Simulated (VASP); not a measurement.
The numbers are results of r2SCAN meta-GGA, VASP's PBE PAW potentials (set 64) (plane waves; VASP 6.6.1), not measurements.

The input files of a VASP run:

### INCAR
```
ALGO  =  Normal
DIPOL  =  0.5 0.5 0.5
EDIFF  =  1E-6
ENCUT  =  400
IDIPOL  =  3
ISMEAR  =  0
LASPH  =  .TRUE.
LCHARG  =  .FALSE.
LDIPOL  =  .TRUE.
LMAXMIX  =  4
LMIXTAU  =  .TRUE.
LORBIT  =  11
LREAL  =  .FALSE.
LVHAR  =  .TRUE.
LWAVE  =  .FALSE.
METAGGA  =  R2SCAN
NELM  =  100
NELMIN  =  4
PREC  =  Normal
SIGMA  =  0.05
SYSTEM  =  RbBr(100) slab
```

### KPOINTS
```
Automatic mesh
0
Gamma
4 4 1
0 0 0
```

File POSCAR:
```
RbBr(100) slab
1.0
  4.8951500170   0.0000000000   0.0000000000
  0.0000000000   4.8951500170   0.0000000000
  0.0000000000   0.0000000000  28.9169541599
Br Rb
4 4
Cart
  0.0000000000   2.4475750085   9.2598901674
  0.0000000000   2.4475750085  16.1944298190
  2.4475750085   0.0000000000  12.7225243409
  2.4475750085   0.0000000000  19.6570639925
  2.4475750085   0.0000000000   9.2713113782
  0.0000000000   2.4475750085  12.7253083004
  2.4475750085   0.0000000000  16.1916458595
  0.0000000000   2.4475750085  19.6456427817
```

POTCAR, in this order: Br Rb_sv (PBE.64 set). Program: vasp_std. Read from the step before: WAVECAR.

The resulting files:

File OUTCAR:
```
 ion  position               nearest neighbor table
   1  0.000  0.500  0.320-   5 3.46   5 3.46   5 3.46   5 3.46   6 3.47
   2  0.000  0.500  0.560-   8 3.45   7 3.46   7 3.46   7 3.46   7 3.46   6 3.47
   3  0.500  0.000  0.440-   5 3.45   6 3.46   6 3.46   6 3.46   6 3.46   7 3.47
   4  0.500  0.000  0.680-   8 3.46   8 3.46   8 3.46   8 3.46   7 3.47
   5  0.500  0.000  0.321-   3 3.45   1 3.46   1 3.46   1 3.46   1 3.46   6 4.89   6 4.89   6 4.89
                             6 4.89
   6  0.000  0.500  0.440-   3 3.46   3 3.46   3 3.46   3 3.46   1 3.47   2 3.47   5 4.89   5 4.89
                             5 4.89   5 4.89   7 4.90   7 4.90   7 4.90   7 4.90
   7  0.500  0.000  0.560-   2 3.46   2 3.46   2 3.46   2 3.46   4 3.47   3 3.47   8 4.89   8 4.89
                             8 4.89   8 4.89   6 4.90   6 4.90   6 4.90   6 4.90
   8  0.000  0.500  0.679-   2 3.45   4 3.46   4 3.46   4 3.46   4 3.46   7 4.89   7 4.89   7 4.89
                             7 4.89
  LATTYP: Found a simple tetragonal cell.
 ALAT       =     4.8951500170
 C/A-ratio  =     5.9072661838
 Subroutine PRICEL returns:
 Original cell was already a primitive cell.
 Subroutine GETGRP returns: Found 16 space group operations
The static configuration has the point symmetry D_2d.
 The point group associated with its full space group is D_4h.
The dynamic configuration has the point symmetry D_2d.
 Subroutine INISYM returns: Found 16 space group operations
 Subroutine IBZKPT returns following result:
 Found      6 irreducible k-points:

 Following reciprocal coordinates:
            Coordinates               Weight
  0.000000  0.000000  0.000000      1.000000
  0.250000  0.000000  0.000000      4.000000
  0.500000  0.000000  0.000000      2.000000
  0.250000  0.250000  0.000000      4.000000
  0.500000  0.250000  0.000000      4.000000
  0.500000  0.500000  0.000000      1.000000
   k-points           NKPTS =      6   k-points in BZ     NKDIM =      6   number of bands    NBANDS=     38
   number of dos      NEDOS =    301   number of ions     NIONS =      8
   total plane-waves  NPLWV =  82944
   dimension x,y,z NGX =    24 NGY =   24 NGZ =  144
   dimension x,y,z NGXF=    48 NGYF=   48 NGZF=  288
   ions per type =               4   4
...
```

**OSZICAR**
```
       N       E                     dE             d eps       ncg     rms          rms(c)
DAV:   1    -0.124272270278E+03   -0.12427E+03   -0.78162E-04   456   0.135E-01    0.340E-03
DAV:   2    -0.124272260685E+03    0.95929E-05   -0.20255E-05   480   0.228E-02    0.348E-03
DAV:   3    -0.124272267517E+03   -0.68322E-05   -0.24729E-06   382   0.958E-03    0.274E-03
DAV:   4    -0.124272273674E+03   -0.61564E-05   -0.52838E-06   352   0.145E-02    0.563E-04
DAV:   5    -0.124272274147E+03   -0.47299E-06   -0.11698E-06   376   0.785E-03
   1 F= -.12427227E+03 E0= -.12427227E+03  d E =-.276168E-16
```

File OUTCAR:
```
------------------------ aborting loop because EDIFF is reached ----------------------------------------
  FORCE on cell =-STRESS in cart. coord.  units (eV):
  Direction    XX          YY          ZZ          XY          YZ          ZX
  --------------------------------------------------------------------------------------
  Total       -0.6217764     -0.6217764     -0.2357946      0.0000000     -0.0000000      0.0000000
  in kB       -1.4376735     -1.4376735     -0.5452051      0.0000000     -0.0000000      0.0000000
  external PRESSURE =      -1.1401840 kB  Pullay stress =       0.0000000 kB
  volume of cell :      692.92
      direct lattice vectors                 reciprocal lattice vectors
     4.895150017  0.000000000  0.000000000     0.204283831  0.000000000  0.000000000
     0.000000000  4.895150017  0.000000000     0.000000000  0.204283831  0.000000000
     0.000000000  0.000000000 28.916954160     0.000000000  0.000000000  0.034581789
 POSITION                                       TOTAL-FORCE (eV/Angst)
 -----------------------------------------------------------------------------------
      0.00000      2.44758      9.25989        -0.000000      0.000000     -0.004931
      0.00000      2.44758     16.19443        -0.000000      0.000000      0.011436
      2.44758      0.00000     12.72252         0.000000     -0.000000     -0.011436
      2.44758      0.00000     19.65706        -0.000000     -0.000000      0.004931
      2.44758      0.00000      9.27131         0.000000      0.000000      0.026872
      0.00000      2.44758     12.72531        -0.000000     -0.000000     -0.014097
      2.44758      0.00000     16.19165        -0.000000     -0.000000      0.014097
      0.00000      2.44758     19.64564        -0.000000     -0.000000     -0.026872
 -----------------------------------------------------------------------------------
    total drift:                                0.000000      0.000000      0.000000
  FREE ENERGIE OF THE ION-ELECTRON SYSTEM (eV)
  ---------------------------------------------------
  free  energy   TOTEN  =      -124.2722741469 eV

  energy  without entropy=     -124.2722741469  energy(sigma->0) =     -124.27227415

 total charge

# of ion       s       p       d       tot
------------------------------------------
    1        1.593   3.326   0.001   4.919
    2        1.593   3.331   0.001   4.926
    3        1.593   3.331   0.001   4.926
    4        1.593   3.326   0.001   4.919
    5        1.939   5.411   0.018   7.368
    6        1.940   5.412   0.019   7.371
    7        1.940   5.412   0.019   7.371
    8        1.939   5.411   0.018   7.368
--------------------------------------------------
tot         14.132  34.960   0.077  49.170
```
(Selected blocks of OUTCAR.)

The cell is a thin slab with vacuum, built from RbBr (rock salt): (100) face.
